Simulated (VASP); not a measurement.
Input:

```
AlGaSb2
1.0
    6.13920     0.00000     0.00000
    0.00000     6.13920     0.00000
    0.00000     0.00000     6.13726
Ga Sb Al
2 4 2
Direct
  0.00000   0.00000   0.00000
  0.50000   0.50000   0.00000
  0.25000   0.25000   0.24834
  0.75000   0.75000   0.24834
  0.75000   0.25000   0.75166
  0.25000   0.75000   0.75166
  0.50000   0.00000   0.50000
  0.00000   0.50000   0.50000
```

Level of theory: PBEsol GGA, VASP's PBE PAW potentials (set 64) (plane waves; VASP). Settings: 400 eV cut-off, 4×4×4 Γ-centred mesh, tetrahedra with Blöchl corrections, potentials Ga_d Sb Al.

Question: Predict the energy per atom (σ→0).

Answer: 
* **energy per atom (σ→0)**: -4.249 eV/atom

The absolute energy has meaning only against runs of the same code, potentials and settings.

The structure was generated: Al2Ga2Sb4 was put into an ordered model structure (P-4m2), which need not be its known phase. It was relaxed first.
